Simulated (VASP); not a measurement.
Method: PBE GGA, VASP's PBE PAW potentials (set 64) (plane waves; VASP).

VASP ran on this input.

POSCAR:
```
Pt
3.9261160
  0.0000000000   0.5000000000   0.5000000000
  0.5000000000   0.0000000000   0.5000000000
  0.5000000000   0.5000000000   0.0000000000
Pt
1
Cart
  0.0000000000   0.0000000000   0.0000000000
```

INCAR:
```
SYSTEM = Pt
PREC = Accurate; ENCUT = 300; LREAL = .False.
LASPH = .True.
EDIFF = 1E-6; NELM = 100; ALGO = Normal
LMAXMIX = 6
ISMEAR = -1; SIGMA = 0.05
GGA = PE
ISIF = 2
LWAVE = .False.; LCHARG = .False.
```

KPOINTS:
```
Automatic mesh
0
Gamma
19 19 19
0 0 0
```

POTCAR, in this order: Pt (PBE.64 set). Program: vasp_std.

Output

**OSZICAR**
```
       N       E                     dE             d eps       ncg     rms          rms(c)
DAV:   1     0.133930722144E+02    0.13393E+02   -0.40236E+03  5233   0.629E+02
DAV:   2    -0.635399823852E+01   -0.19747E+02   -0.18966E+02  4156   0.126E+02
DAV:   3    -0.647033627443E+01   -0.11634E+00   -0.11571E+00  4906   0.949E+00
DAV:   4    -0.647068105598E+01   -0.34478E-03   -0.34477E-03  4356   0.527E-01
DAV:   5    -0.647068350643E+01   -0.24505E-05   -0.24506E-05  4584   0.419E-02    0.128E+01
DAV:   6    -0.614097765282E+01    0.32971E+00   -0.84279E-01  4051   0.835E+00    0.680E+00
DAV:   7    -0.610176801677E+01    0.39210E-01   -0.15897E-01  4215   0.354E+00    0.252E+00
DAV:   8    -0.609831967987E+01    0.34483E-02   -0.59898E-03  4202   0.737E-01    0.502E-01
DAV:   9    -0.609818124119E+01    0.13844E-03   -0.12035E-04  4180   0.112E-01    0.190E-02
DAV:  10    -0.609818645984E+01   -0.52186E-05   -0.27075E-06  4610   0.131E-02    0.461E-03
DAV:  11    -0.609818649228E+01   -0.32441E-07   -0.23368E-08  2168   0.157E-03
   1 F= -.60981865E+01 E0= -.60900464E+01  d E =-.162802E-01
```

**OUTCAR**
```
------------------------ aborting loop because EDIFF is reached ----------------------------------------
  FORCE on cell =-STRESS in cart. coord.  units (eV):
  Direction    XX          YY          ZZ          XY          YZ          ZX
  --------------------------------------------------------------------------------------
  Total        0.7393058      0.7393058      0.7393058      0.0000000      0.0000000      0.0000000
  in kB       78.2898172     78.2898172     78.2898172      0.0000000      0.0000000      0.0000000
  external PRESSURE =      78.2898172 kB  Pullay stress =       0.0000000 kB
  volume of cell :       15.13
      direct lattice vectors                 reciprocal lattice vectors
     0.000000000  1.963058000  1.963058000    -0.254704650  0.254704650  0.254704650
     1.963058000  0.000000000  1.963058000     0.254704650 -0.254704650  0.254704650
     1.963058000  1.963058000  0.000000000     0.254704650  0.254704650 -0.254704650
 POSITION                                       TOTAL-FORCE (eV/Angst)
 -----------------------------------------------------------------------------------
      0.00000      0.00000      0.00000         0.000000      0.000000     -0.000000
 -----------------------------------------------------------------------------------
    total drift:                                0.000000      0.000000      0.000000
  FREE ENERGIE OF THE ION-ELECTRON SYSTEM (eV)
  ---------------------------------------------------
  free  energy   TOTEN  =        -6.0981864923 eV

  energy  without entropy=       -6.0819062733  energy(sigma->0) =       -6.09004638
```
(Selected blocks of OUTCAR.)

At this cut-off the stress carries a Pulay error, which pulls relaxed volumes low.

The structure comes from a computed database's Pt entry; how it stands against other phases isn't given here. The cell was not relaxed at this level, and its volume differs by -5.9 % from the start's.
